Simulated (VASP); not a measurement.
All values below come from LDA (Ceperley-Alder, Perdew-Zunger), VASP's LDA PAW potentials (set 64) (plane waves; VASP 6.6.1).

Input for VASP

INCAR:
```
LREAL=.FALSE.
LASPH=.TRUE.
ISIF=3   # ions, shape and volume
ENCUT=520   # plane-wave cut-off (eV)
LORBIT=10
PREC=Accurate
MAGMOM=2.7 0.3
ISMEAR=1   # Methfessel-Paxton
NELM=100
LMAXMIX=6   # l cut-off of mixed one-centre charges
SYSTEM=FePt
LWAVE=.FALSE.
ALGO=Normal   # blocked Davidson
EDIFFG=-0.01
SIGMA=0.1
LCHARG=.FALSE.
ISPIN=2   # spin-polarised
NSW=60
EDIFF=1E-6
IBRION=2   # conjugate gradients
```

**POSCAR**
```
FePt
1
    2.6567494003    -0.0000000000    -0.0000000000
    0.0000000000     2.6567494003     0.0000000000
   -0.0000000000     0.0000000000     3.6867716252
Fe Pt
1 1
Direct
  0.0000000000   0.0000000000   1.0000000000
  0.5000000000   0.5000000000   0.5000000000
```

**KPOINTS**
```
Automatic mesh
0
Gamma
12 12 9
0 0 0
```

POTCAR, in this order: Fe Pt (LDA.64 set). Program: vasp_std.

The resulting files:

File OUTCAR:
```
 ion  position               nearest neighbor table
   1  0.000  0.000  0.000-   2 2.63   2 2.63   2 2.63   2 2.63   2 2.63   2 2.63   2 2.63   2 2.63
  LATTYP: Found a simple tetragonal cell.
 ALAT       =     2.6567494003
 C/A-ratio  =     1.3877001816
 Subroutine PRICEL returns:
 Original cell was already a primitive cell.
 Subroutine GETGRP returns: Found 16 space group operations
The static configuration has the point symmetry D_4h.
The dynamic configuration has the point symmetry D_4h.
The overall configuration has the point symmetry D_4h.
 Subroutine INISYM returns: Found 16 space group operations
 Subroutine IBZKPT returns following result:
 Found    140 irreducible k-points:

 Following reciprocal coordinates:
            Coordinates               Weight
  0.000000  0.000000  0.000000      1.000000
  0.083333  0.000000  0.000000      4.000000
  0.166667  0.000000  0.000000      4.000000
  0.250000  0.000000  0.000000      4.000000
  0.333333  0.000000  0.000000      4.000000
  0.416667  0.000000  0.000000      4.000000
  0.500000  0.000000  0.000000      2.000000
  0.083333  0.083333  0.000000      4.000000
  0.166667  0.083333  0.000000      8.000000
  0.250000  0.083333  0.000000      8.000000
  0.333333  0.083333  0.000000      8.000000
  0.416667  0.083333  0.000000      8.000000
  0.500000  0.083333  0.000000      4.000000
  0.166667  0.166667  0.000000      4.000000
  0.250000  0.166667  0.000000      8.000000
  0.333333  0.166667  0.000000      8.000000
  0.416667  0.166667  0.000000      8.000000
  0.500000  0.166667  0.000000      4.000000
  0.250000  0.250000  0.000000      4.000000
  0.333333  0.250000  0.000000      8.000000
  0.416667  0.250000  0.000000      8.000000
  0.500000  0.250000  0.000000      4.000000
  0.333333  0.333333  0.000000      4.000000
...
```

File OSZICAR:
```
       N       E                     dE             d eps       ncg     rms          rms(c)
DAV:   1     0.922618236702E+02    0.92262E+02   -0.87965E+03  8695   0.137E+03
DAV:   2    -0.150076499540E+02   -0.10727E+03   -0.96269E+02  8568   0.263E+02
DAV:   3    -0.185617137644E+02   -0.35541E+01   -0.34184E+01 10598   0.573E+01
DAV:   4    -0.186013080174E+02   -0.39594E-01   -0.39581E-01  9688   0.511E+00
DAV:   5    -0.186023657153E+02   -0.10577E-02   -0.10577E-02 11457   0.961E-01    0.183E+01
DAV:   6    -0.191967360637E+02   -0.59437E+00   -0.11057E+01  9095   0.805E+01    0.202E+01
DAV:   7    -0.172582532176E+02    0.19385E+01   -0.99047E+00 10758   0.833E+01    0.981E+00
DAV:   8    -0.170735184219E+02    0.18473E+00   -0.54461E-01 11705   0.120E+01    0.466E+00
DAV:   9    -0.170221207858E+02    0.51398E-01   -0.13897E-01 11944   0.779E+00    0.202E+00
DAV:  10    -0.170093969321E+02    0.12724E-01   -0.23110E-02 12965   0.308E+00    0.762E-01
DAV:  11    -0.170083147450E+02    0.10822E-02   -0.20984E-03 12303   0.789E-01    0.252E-01
DAV:  12    -0.170083754448E+02   -0.60700E-04   -0.11907E-04 11822   0.150E-01    0.105E-01
DAV:  13    -0.170084103365E+02   -0.34892E-04   -0.43600E-05 10737   0.117E-01    0.473E-02
DAV:  14    -0.170084113576E+02   -0.10211E-05   -0.73195E-06 11101   0.618E-02    0.134E-02
DAV:  15    -0.170084116443E+02   -0.28663E-06   -0.11799E-06  5161   0.232E-02
   1 F= -.17008412E+02 E0= -.17008559E+02  d E =-.170084E+02  mag=     3.0216
```

OUTCAR:
```
------------------------ aborting loop because EDIFF is reached ----------------------------------------
  FORCE on cell =-STRESS in cart. coord.  units (eV):
  Direction    XX          YY          ZZ          XY          YZ          ZX
  --------------------------------------------------------------------------------------
  Total       -0.0064962     -0.0064962      0.0005058      0.0000000     -0.0000000      0.0000000
  in kB       -0.3999681     -0.3999681      0.0311444      0.0000000     -0.0000000      0.0000000
  external PRESSURE =      -0.2562640 kB  Pullay stress =       0.0000000 kB
  volume of cell :       26.02
      direct lattice vectors                 reciprocal lattice vectors
     2.656749400  0.000000000  0.000000000     0.376399821  0.000000000  0.000000000
     0.000000000  2.656749400  0.000000000     0.000000000  0.376399821  0.000000000
     0.000000000  0.000000000  3.686771625     0.000000000  0.000000000  0.271240017
 POSITION                                       TOTAL-FORCE (eV/Angst)
 -----------------------------------------------------------------------------------
      0.00000      0.00000      0.00000         0.000000      0.000000      0.000000
      1.32837      1.32837      1.84339         0.000000      0.000000      0.000000
 -----------------------------------------------------------------------------------
    total drift:                               -0.000000      0.000000      0.000000
  FREE ENERGIE OF THE ION-ELECTRON SYSTEM (eV)
  ---------------------------------------------------
  free  energy   TOTEN  =       -17.0084116443 eV

  energy  without entropy=      -17.0088546445  energy(sigma->0) =      -17.00855931

 total charge

# of ion       s       p       d       tot
------------------------------------------
    1        0.431   0.497   6.216   7.144
    2        0.745   0.735   8.088   9.569
--------------------------------------------------
tot          1.177   1.232  14.304  16.713

 magnetization (x)

# of ion       s       p       d       tot
------------------------------------------
    1       -0.000  -0.002   2.663   2.661
    2       -0.022  -0.058   0.386   0.306
--------------------------------------------------
tot         -0.022  -0.059   3.049   2.967

 reached required accuracy - stopping structural energy minimisation
```
(Selected blocks of OUTCAR.)

The compound is FePt in the L1_0 structure. It was relaxed first, which changed the volume by -5 %. The start is the result of an earlier pass.
